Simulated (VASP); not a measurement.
The system is ZrC.

```
CELL_PARAMETERS angstrom
0.00000 2.36500 2.36500
2.36500 0.00000 2.36500
2.36500 2.36500 0.00000
ATOMIC_POSITIONS crystal
Zr 0.50000 0.50000 0.50000
C 0.00000 0.00000 0.00000
```

The cell isn't the ideal one: cell and atoms relaxed by PAW.

```yaml
Program: VASP 6.6.1
Task: relaxation of cell and atoms
Functional: LDA
Potentials_or_basis: VASP PAW LDA potentials, release 64 (Zr_sv, C)
Cutoff: 600 eV
k_mesh: 12 × 12 × 12
Occupations: fermi-dirac, width 0.1 eV
Spin: no spin polarisation
```

At the start: pressure -12.0 GPa; volume 13.23 Å³/atom.

Task: How do energy, volume and symmetry change on relaxing?

Result: Over 8 steps the energy falls by 27.3 meV/atom and the volume is 12.53 Å³/atom (-5.3 %); space group Fm-3m (No. 225, to 0.05 Å).

The path:
| step | energy change (eV) | largest force (eV/Å) | pressure (GPa) | volume (Å³) |
| --- | --- | --- | --- | --- |
| 1 | 0.0000 | 0.0000 | -11.95 | 26.46 |
| 2 | 0.1191 | 0.0000 | 27.25 | 22.85 |
| 3 | -0.0546 | 0.0000 | -0.36 | 25.10 |
| 4 | -0.0546 | 0.0000 | -0.09 | 25.06 |
| 5 | -0.0546 | 0.0000 | 0.18 | 25.04 |
| 6 | -0.0546 | 0.0000 | -0.16 | 25.08 |
| 7 | -0.0546 | 0.0000 | -0.04 | 25.06 |
| 8 | -0.0546 | 0.0000 | 0.02 | 25.06 |

Final structure:
```cif
data_structure
_symmetry_space_group_name_H-M 'P 1'
_symmetry_Int_Tables_number 1
_cell_length_a 3.2845
_cell_length_b 3.2845
_cell_length_c 3.2845
_cell_angle_alpha 60.000
_cell_angle_beta 60.000
_cell_angle_gamma 60.000
_cell_volume 25.06
loop_
_atom_site_label
_atom_site_type_symbol
_atom_site_fract_x
_atom_site_fract_y
_atom_site_fract_z
_atom_site_occupancy
Zr1 Zr 0.50000 0.50000 0.50000 1
C1 C 0.00000 0.00000 0.00000 1
```
